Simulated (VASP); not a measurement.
An input for Ansatz (written as the equivalent of a VASP run, and not itself run):

Ansatz 0.2 input:
```yaml
crystal:
  lattice:
    - [0.0000000, 3.3354000, 3.3354000]
    - [3.3354000, 0.0000000, 3.3354000]
    - [3.3354000, 3.3354000, 0.0000000]
  atoms:
    - { symbol: Na, position: [0.2500000, 0.2500000, 0.2500000] }
    - { symbol: Na, position: [0.7500000, 0.7500000, 0.7500000] }
    - { symbol: S, position: [0.0000000, 0.0000000, 0.0000000] }
kpoints:
  mp_grid: { grid: [5, 5, 5] }
hamiltonian:
  xc: pbe
  pseudopotentials: { kind: paw }
scf:
  occupations: { method: gaussian, width: 0.05 }
  max_iter: 100
output: { forces: true, stress: true, eigenvalues: true }
```

Question: Translate this input to VASP (INCAR, KPOINTS, POSCAR, choice of POTCAR).

Answer: One answer among several that fit: 
**KPOINTS**
```
Automatic
0
Gamma
  5 5 5
0 0 0
```

File POSCAR:
```
Na2S
1.0
  0.0000000000   3.3354000000   3.3354000000
  3.3354000000   0.0000000000   3.3354000000
  3.3354000000   3.3354000000   0.0000000000
Na S
2 1
Cartesian
  1.6677000000   1.6677000000   1.6677000000
  5.0031000000   5.0031000000   5.0031000000
  0.0000000000   0.0000000000   0.0000000000
```

INCAR:
```
ENCUT  =  400   ! plane-wave cut-off (eV)
PREC  =  Accurate
LASPH  =  .TRUE.
LREAL  =  .FALSE.   ! projection in real space or not
ISIF  =  2   ! forces and stress, cell fixed
EDIFF  =  1E-6   ! SCF stop (eV)
NELM  =  100
AMIX  =  0.1
ALGO  =  Normal
SYSTEM  =  Na2S
BMIX  =  1.0
SIGMA  =  0.05   ! width (eV)
ISMEAR  =  0
LCHARG  =  .FALSE.
IMIX  =  1
LWAVE  =  .FALSE.
GGA  =  PE
```

POTCAR, in this order: Na_pv S (PBE.64 set). Program: vasp_std.

What does not carry over: each code has its own PAW files, so the cut-off isn't converted (ENCUT is set for VASP's; basis.ecutwfc is left out, and Ansatz then takes the one that its files recommend); Ansatz stops its SCF on the density residual and VASP on the energy change (EDIFF).

The compound is Na2S in the antifluorite structure. The cell was not relaxed at this level. The run is one of a series of settings (AMIX = 0.1, BMIX = 1.0, IMIX = 1 against the base run), some of them coarse on purpose.
